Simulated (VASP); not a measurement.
These are PBEsol GGA, VASP's PBE PAW potentials (set 64) (plane waves; VASP 6.6.1) values and carry that method's errors.

VASP ran on this input.

**KPOINTS**
```
k-points along high-symmetry lines
15
Line-mode
Reciprocal
  0.000000   0.000000   0.000000 ! GAMMA
  0.000000   0.500000   0.000000 ! X

  0.000000   0.500000   0.000000 ! X
  0.500000   0.500000   0.000000 ! M

  0.500000   0.500000   0.000000 ! M
  0.000000   0.000000   0.000000 ! GAMMA

  0.000000   0.000000   0.000000 ! GAMMA
  0.500000   0.500000   0.500000 ! R

  0.500000   0.500000   0.500000 ! R
  0.000000   0.500000   0.000000 ! X

  0.500000   0.500000   0.500000 ! R
  0.500000   0.500000   0.000000 ! M
```

INCAR:
```
ALGO  =  Normal
EDIFF  =  1E-7
ENCUT  =  400
GGA  =  PS
ICHARG  =  11
ISMEAR  =  0
LASPH  =  .TRUE.
LCHARG  =  .FALSE.
LMAXMIX  =  4
LORBIT  =  11
LREAL  =  .FALSE.
LWAVE  =  .FALSE.
NELM  =  100
PREC  =  Accurate
SIGMA  =  0.05
SYSTEM  =  NbSi
```

**POSCAR**
```
NbSi
1
    3.1263139277     0.0000000000     0.0000000000
   -0.0000000000     3.1263139277     0.0000000000
    0.0000000000    -0.0000000000     3.1263139277
Nb Si
1 1
Direct
  0.0000000000   0.0000000000   0.0000000000
  0.5000000000   0.5000000000   0.5000000000
```

POTCAR, in this order: Nb_sv Si (PBE.64 set). Program: vasp_std. Read from the step before: CHGCAR.

The run wrote:

OUTCAR:
```
 ion  position               nearest neighbor table
   1  0.000  0.000  0.000-   2 2.71   2 2.71   2 2.71   2 2.71   2 2.71   2 2.71   2 2.71   2 2.71
  LATTYP: Found a simple cubic cell.
 ALAT       =     3.1263139277
 Subroutine PRICEL returns:
 Original cell was already a primitive cell.
 Subroutine GETGRP returns: Found 48 space group operations
The static configuration has the point symmetry O_h .
The dynamic configuration has the point symmetry O_h .
 Subroutine INISYM returns: Found 48 space group operations
   k-points           NKPTS =     90   k-points in BZ     NKDIM =     90   number of bands    NBANDS=     12
   number of dos      NEDOS =    301   number of ions     NIONS =      2
   total plane-waves  NPLWV =   8000
   dimension x,y,z NGX =    20 NGY =   20 NGZ =   20
   dimension x,y,z NGXF=    40 NGYF=   40 NGZF=   40
   ions per type =               1   1
   PREC   = accura    normal or accurate (medium, high low for compatibility)
   ISTART =      0    job   : 0-new  1-cont  2-samecut
   ICHARG =     11    charge: 1-file 2-atom 10-const
   ISPIN  =      1    spin polarized calculation?
   LNONCOLLINEAR =      F non collinear calculations
   LSORBIT =      F    spin-orbit coupling
   INIWAV =      1    electr: 0-lowe 1-rand  2-diag
   ENCUT  =  400.0 eV  29.40 Ry    5.42 a.u.   5.10  5.10  5.10*2*pi/ulx,y,z
   NELM   =    100;   NELMIN=  2; NELMDL= -5     # of ELM steps
   EDIFF  = 0.1E-06   stopping-criterion for ELM
   LREAL  =      F    real-space projection
   NLSPLINE    = F    spline interpolate recip. space projectors
   LMAXMIX     =    4 max onsite mixed and CHGCAR
   VOSKOWN=      0    Vosko Wilk Nusair interpolation
   EDIFFG = 0.1E-05   stopping-criterion for IOM
   NSW    =      0    number of steps for IOM
   NBLOCK =      1;   KBLOCK =      1    inner block; outer block
   IBRION =     -1    ionic relax: 0-MD 1-quasi-New 2-CG
   NFREE  =      0    steps in history (QN), initial steepest desc. (CG)
   ISIF   =      2    stress and relaxation
   ISYM   =      2    0-nonsym 1-usesym 2-fastsym
   TEIN   =    0.0    initial temperature
   TEBEG  =    0.0;   TEEND  =   0.0 temperature during run
   SMASS  =  -3.00    Nose mass-parameter (am)
   PSTRESS=    0.0 pullay stress
   NELECT =      17.0000    total number of electrons
   EFERMI =   0.00;   METHOD = LEGACY
   ISMEAR =     0;   SIGMA  =   0.05  broadening in eV -4-tet -1-fermi 0-gaus
   IALGO  =     38    algorithm
   LDIAG  =      T    sub-space diagonalisation (order eigenvalues)
   IMIX   =      4    mixing-type and parameters
     AMIX     =   0.40;   BMIX     =  1.00
     AMIX_MAG =   1.60;   BMIX_MAG =  1.00
     AMIN     =   0.10
   GGA     = PS    functional components
   VOSKOWN =     0    Vosko Wilk Nusair interpolation
   LHFCALC =     F    Hartree Fock is set to
   LHFONE  =     F    Hartree Fock one center treatment
   AEXX    =    0.0000 exact exchange contribution
   IVDW    =     0    specifies the selected vdW correction
   LEPSILON=     F    determine dielectric tensor
   LRPA    =     F    only Hartree local field effects (RPA)
  energy-cutoff  :      400.00
  volume of cell :       30.56
      direct lattice vectors                 reciprocal lattice vectors
     3.126313928  0.000000000  0.000000000     0.319865510  0.000000000  0.000000000
     0.000000000  3.126313928  0.000000000     0.000000000  0.319865510  0.000000000
     0.000000000  0.000000000  3.126313928     0.000000000  0.000000000  0.319865510
 k-point     1 :   0.0000 0.0000 0.0000  plane waves:     515
 k-point     2 :   0.0000 0.0357 0.0000  plane waves:     547
 k-point     3 :   0.0000 0.0714 0.0000  plane waves:     547
 k-point     4 :   0.0000 0.1071 0.0000  plane waves:     550
 k-point     5 :   0.0000 0.1429 0.0000  plane waves:     546
 k-point     6 :   0.0000 0.1786 0.0000  plane waves:     546
 k-point     7 :   0.0000 0.2143 0.0000  plane waves:     546
 k-point     8 :   0.0000 0.2500 0.0000  plane waves:     542
 k-point     9 :   0.0000 0.2857 0.0000  plane waves:     542
 k-point    10 :   0.0000 0.3214 0.0000  plane waves:     546
 k-point    11 :   0.0000 0.3571 0.0000  plane waves:     546
...
```

**OSZICAR**
```
       N       E                     dE             d eps       ncg     rms          rms(c)
DAV:   1     0.106587758742E+03    0.10659E+03   -0.77585E+03  2160   0.111E+03
DAV:   2    -0.119776458480E+02   -0.11857E+03   -0.11341E+03  2604   0.378E+02
DAV:   3    -0.175589451611E+02   -0.55813E+01   -0.53447E+01  3424   0.639E+01
DAV:   4    -0.177737642109E+02   -0.21482E+00   -0.21151E+00  2932   0.126E+01
DAV:   5    -0.177860765884E+02   -0.12312E-01   -0.12294E-01  3624   0.243E+00
DAV:   6    -0.177862453894E+02   -0.16880E-03   -0.16878E-03  3016   0.265E-01
DAV:   7    -0.177862494096E+02   -0.40203E-05   -0.40197E-05  3324   0.344E-02
DAV:   8    -0.177862495000E+02   -0.90348E-07   -0.89877E-07  2720   0.492E-03
   1 F= -.17786249E+02 E0= -.17784735E+02  d E =-.302942E-02
```

File OUTCAR:
```
 val. band max:       11.7971119989   @ k =   0.2143   0.5000   0.2143

 cond. band min:      11.8129294004   @ k =   0.4286   0.4286   0.0000



 k-point     1 :       0.0000    0.0000    0.0000
  band No.  band energies     occupation
      1     -43.0223      2.00000
      2     -18.9611      2.00000
      3     -18.9611      2.00000
      4     -18.9611      2.00000
      5       0.2351      2.00000
      6       8.6555      2.00000
      7       8.6555      2.00000
      8      13.7676      0.00000
      9      13.7676      0.00000
     10      13.8489      0.00000
     11      14.0275      0.00000
     12      14.0275      0.00000

 k-point     2 :       0.0000    0.0357    0.0000
  band No.  band energies     occupation
      1     -43.0218      2.00000
      2     -18.9679      2.00000
      3     -18.9609      2.00000
      4     -18.9609      2.00000
      5       0.2579      2.00000
      6       8.6504      2.00000
      7       8.6664      2.00000
      8      13.4521      0.00000
      9      13.4521      0.00000
     10      13.7730      0.00000
     11      13.9725      0.00000
     12      14.3536      0.00000

 k-point     3 :       0.0000    0.0714    0.0000
  band No.  band energies     occupation
      1     -43.0202      2.00000
      2     -18.9866      2.00000
      3     -18.9592      2.00000
      4     -18.9592      2.00000
      5       0.3268      2.00000
      6       8.6331      2.00000
      7       8.7011      2.00000
      8      13.0494      0.00000
      9      13.0494      0.00000
     10      13.7896      0.00000
     11      13.8268      0.00000
     12      14.7895      0.00000

 k-point     4 :       0.0000    0.1071    0.0000
  band No.  band energies     occupation
      1     -43.0178      2.00000
      2     -19.0168      2.00000
      3     -18.9565      2.00000
      4     -18.9565      2.00000
      5       0.4406      2.00000
      6       8.5875      2.00000
      7       8.7581      2.00000
...
```

The density is held fixed in this step, so its total energy and stress have no physical meaning.

The structure was generated: NbSi was put into the CsCl type (Pm-3m), which need not be its known phase. It was relaxed first. The electron count is odd and the run is not spin-polarised, which forces a metal.
